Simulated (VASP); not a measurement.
The system is HgTe (Coloradoite).

```
Hg Te
1.0
     0.00000    3.21450    3.21450
     3.21450    0.00000    3.21450
     3.21450    3.21450    0.00000
Hg Te
1 1
Direct
  0.00000 0.00000 0.00000
  0.25000 0.25000 0.25000
```

```yaml
Program: VASP 6.6.1
Task: relaxation of cell and atoms
Functional: PBEsol
Potentials_or_basis: VASP PAW PBE potentials, release 64 (Hg, Te)
Cutoff: 600 eV
k_mesh: 10 × 10 × 10
Occupations: gaussian, width 0.03 eV
Spin: no spin polarisation
```

At the start: pressure 1.9 GPa; volume 33.22 Å³/atom.

Where does the relaxation end?

Over 3 steps the energy falls by 7.7 meV/atom and the volume is 34.58 Å³/atom (+4.1 %); space group F-43m (No. 216, to 0.05 Å).

The path:
```tsv
step	energy change (eV)	largest force (eV/Å)	pressure (GPa)	volume (Å³)
1	0.0000	0.0000	1.88	66.43
2	-0.0133	0.0000	-0.63	70.26
3	-0.0155	0.0000	0.00	69.17
```

Final structure:
```
Hg Te
1.0
     0.00000    3.25801    3.25801
     3.25801    0.00000    3.25801
     3.25801    3.25801    0.00000
Hg Te
1 1
Direct
  0.00000 0.00000 0.00000
  0.25000 0.25000 0.25000
```

Caveat: the PAW data sets were made with another functional, which shifts forces and pressure a little.
